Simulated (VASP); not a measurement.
VASP runs on Sb$_{2}$Se$_{3}$ (space group Pnma) share one base input (revPBE GGA, plane waves, VASP's PBE PAW potentials (set 64)) and change the settings named in each case.

**POSCAR**
```
Sb2Se3
1.0
 12.3620700000   0.0000000000   0.0000000000
  0.0000000000   4.0015600000   0.0000000000
  0.0000000000   0.0000000000  11.7136300000
Sb Se
8 12
Cart
  1.7346456624   3.0011700000   0.4461721667
 10.6274243376   1.0003900000  11.2674578333
  4.4463893376   1.0003900000   6.3029871667
  7.9156806624   3.0011700000   5.4106428333
  0.4179615867   1.0003900000   3.8606953117
 11.9441084133   3.0011700000   7.8529346883
  5.7630734133   3.0011700000   9.7175103117
  6.5989965867   1.0003900000   1.9961196883
 11.7235690845   3.0011700000   1.4938392339
  0.6385009155   1.0003900000  10.2197907661
  6.8195359155   1.0003900000   7.3506542339
  5.5425340845   3.0011700000   4.3629757661
  2.5383038331   1.0003900000   2.2501883230
  9.8237661669   3.0011700000   9.4634416770
  3.6427311669   3.0011700000   8.1070033230
  8.7193388331   1.0003900000   3.6066266770
  7.7553446145   3.0011700000   0.6337073830
  4.6067253855   1.0003900000  11.0799226170
 10.7877603855   1.0003900000   6.4905223830
  1.5743096145   3.0011700000   5.2231076170
```

INCAR:
```
ALGO  =  Normal
EDIFF  =  1E-6
ENCUT  =  300
GGA  =  RE
ISIF  =  2
ISMEAR  =  0
LASPH  =  .TRUE.
LCHARG  =  .FALSE.
LMAXMIX  =  4
LREAL  =  Auto
LWAVE  =  .FALSE.
NELM  =  100
PREC  =  Accurate
SIGMA  =  0.01
SYSTEM  =  Sb2Se3
```

KPOINTS:
```
Automatic mesh
0
Gamma
1 3 2
0 0 0
```

POTCAR, in this order: Sb Se (PBE.64 set). Program: vasp_std.

```csv
change,E(σ→0) (eV/atom),pressure (GPa),largest force (eV/Å)
base run,-3.7186,2.32,0.325
"GGA removed, POTCAR Sb Se (LDA.64 set)",-4.6395,-2.48,0.204
GGA = PE,-4.0185,1.24,0.314
GGA = PS,-4.3800,-1.24,0.188
GGA = RP,-3.6815,2.73,0.334
"GGA removed, LMIXTAU = .TRUE., METAGGA = R2SCAN",-19.1520,-0.01,0.113
GGA = 91,-4.0352,1.34,0.343
```
 Energies of different potentials or functionals have different zeros. Unless said otherwise, spin-orbit coupling is left out, though it shifts the bands of the heavy elements here.

Left out are runs that ran out of time, are held back, or changed the cell or the kind of run, fixed moments of cells without a moment, rows past the twelfth, gaps on odd meshes, pressures of charged cells and columns that move by less than the noise.

The structure comes from a computed database's Sb2Se3 entry; how it stands against other phases isn't given here. The cell was not relaxed at this level, forces remain on its atoms.
